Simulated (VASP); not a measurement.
Here is the system:

```
CELL_PARAMETERS angstrom
      0.00000     3.10000     3.10000
      3.10000     0.00000     3.10000
      3.10000     3.10000     0.00000
ATOMIC_POSITIONS crystal
  Ba 0.00000 0.00000 0.00000
  F  0.25000 0.25000 0.25000
  F  0.75000 0.75000 0.75000
```

The numbers are results of PBE GGA, VASP's PBE PAW potentials (set 64) (plane waves; VASP 6.6.1), not measurements. Settings: 520 eV cut-off, 7×7×7 Γ-centred mesh, Gaussian smearing of 0.050 eV, potentials Ba_sv F.

Task: What does the run give for the energy per atom (σ→0), pressure?

Result: 
The energy per atom (σ→0) comes out as -5.703 eV/atom and the pressure is 2.38 GPa.

The absolute energy has meaning only against runs of the same code, potentials and settings.

The compound is BaF2 in the fluorite structure. The cell was not relaxed at this level.
